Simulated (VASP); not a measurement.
Computed with optB86b-vdW, VASP's PBE PAW potentials (set 64) (plane waves; VASP).

Input for VASP

### INCAR
```
SYSTEM = Sb
PREC = Accurate; ENCUT = 520; LREAL = .FALSE.
LASPH = .TRUE.
EDIFF = 1E-6; NELM = 100; ALGO = Normal
LMAXMIX = 4
ISMEAR = 1; SIGMA = 0.1
GGA = MK; LUSE_VDW = .TRUE.; AGGAC = 0.0
PARAM1 = 0.1234; PARAM2 = 1.0
IBRION = 2; NSW = 60; ISIF = 3
EDIFFG = -0.01
LWAVE = .FALSE.; LCHARG = .FALSE.
```

KPOINTS:
```
Automatic mesh
0
gamma
9 9 9
0 0 0
```

### POSCAR
```
Sb
1
    3.9573420000    -2.1550000000     0.0000000000
    3.9573420000     2.1550000000     0.0000000000
    2.7838200000     0.0000000000     3.5432930000
Sb
2
Direct
  0.2335000000   0.2335000000   0.2335000000
  0.7665000000   0.7665000000   0.7665000000
```

POTCAR, in this order: Sb (PBE.64 set). Program: vasp_std.

Task: What will the output report for the number of irreducible k-points (NKPTS), largest plane-wave count, number of space-group operations, FFT grid (NGX, NGY, NGZ)?

Result: 
```yaml
number of irreducible k-points (NKPTS): 85
largest_plane_wave_count: 1643
number_of_space_group_operations: 12
FFT grid (NGX, NGY, NGZ): 36 × 36 × 36
```

The compound is Sb in the a7 structure. This run relaxes it. Symmetry was kept, so distortions that lower it aren't found.
